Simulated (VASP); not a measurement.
Molecule: Cl2GaH, in a box.

```
Cl Ga H
1.0
    12.00000    0.00000    0.00000
     0.00000   13.00000    0.00000
     0.00000    0.00000   11.00000
Cl Ga H
2 1 1
Direct
  0.37725 0.49802 0.44085
  0.62492 0.38412 0.56533
  0.54770 0.51672 0.48940
  0.61078 0.61911 0.47086
```

Program: VASP 6.6.1. Alike in all runs: potentials or basis VASP PAW PBE potentials, release 64 (Cl, Ga_d, H); no spin polarisation; cell as given; k mesh 1 × 1 × 1; cutoff (eV) 520; smearing gaussian 0.01 eV.

Question: Order these runs on this cell by their band gap on the k mesh, lowest first.
A. level r2SCAN0+D3(BJ); further INCAR settings ALGO = Normal; EDIFF = 1e-07; grid for exact exchange (PRECFOCK) Fast; exchange at q = 0 default
B. level PBE; further INCAR settings ALGO = Normal; EDIFF = 1e-07
C. level SCAN; further INCAR settings ALGO = Normal; EDIFF = 1e-06

Answer: B (5.21 eV), C (5.76 eV), A (7.80 eV).

